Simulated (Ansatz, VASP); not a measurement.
## TeAu in VASP and in Ansatz

```
Te Au
1.0
     0.00000    3.07697    3.07697
     3.07697    0.00000    3.07697
     3.07697    3.07697    0.00000
Te Au
1 1
Direct
  0.00000 0.00000 0.00000
  0.75000 0.75000 0.75000
```

Change from the starting cell: species swapped into the GaAs type (F-43m, No. 216).

Alike in both runs: task relaxation of cell and atoms; functional PBE; k mesh 16 × 16 × 16; occupations gaussian, width 0.1 eV; no spin polarisation.

|  | VASP | Ansatz |
| --- | --- | --- |
| version | VASP 6.6.1 | Ansatz 0.2.0 |
| potentials or method | VASP PAW PBE potentials, release 64 (Te, Au) | scalar-relativistic, plane waves, PAW |
| plane-wave cutoff (eV) | 600 | 420 |
| valence electrons in the cell | 17 | 35 |

```tsv
	VASP	Ansatz	Ansatz less VASP
gap on the k mesh at the Fermi level, each at its own relaxed structure (eV)	none	none	-
relaxed volume (Å³/atom)	30.78	30.85	+0.074
relaxed cell length with the largest relative difference (Å)	4.432	4.436	+0.0035
energy change over the relaxation (meV/atom)	-17	-19	-1.9
```

A gap of «none» marks a metal or a gap that the smearing closes. The two sets of potentials don't hold the same shells in valence.

The runs have no spin-orbit coupling, so splittings on Au, Te are missing.
